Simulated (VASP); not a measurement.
# Rb (space group Im-3m): computed properties

Level of theory: r2SCAN meta-GGA, VASP's PBE PAW potentials (set 64) (plane waves; VASP 6.6.1).

* **space group**: Im-3m (229)
* **cell**: a = 5.753 Å, b = 5.753 Å, c = 5.753 Å, α = 90.00°, β = 90.00°, γ = 90.00°
* **volume per atom**: 95.23 Å³/atom
* **band gap (over mesh and band path)**: none (metal, semimetal or under 0.01 eV)
* **band gap with spin-orbit coupling**: none (metallic)
* **density**: 1.49 g/cm³

```xyz
1
Lattice="-2.8767 2.8767 2.8767 2.8767 -2.8767 2.8767 2.8767 2.8767 -2.8767" Properties=species:S:1:pos:R:3 pbc="T T T"
Rb     0.0000     0.0000     0.0000
```

The structure comes from a measured Rb entry (Im-3m) of the Crystallography Open Database, whose conditions weren't checked. It was relaxed first. Symmetry was kept, so distortions that lower it aren't found.
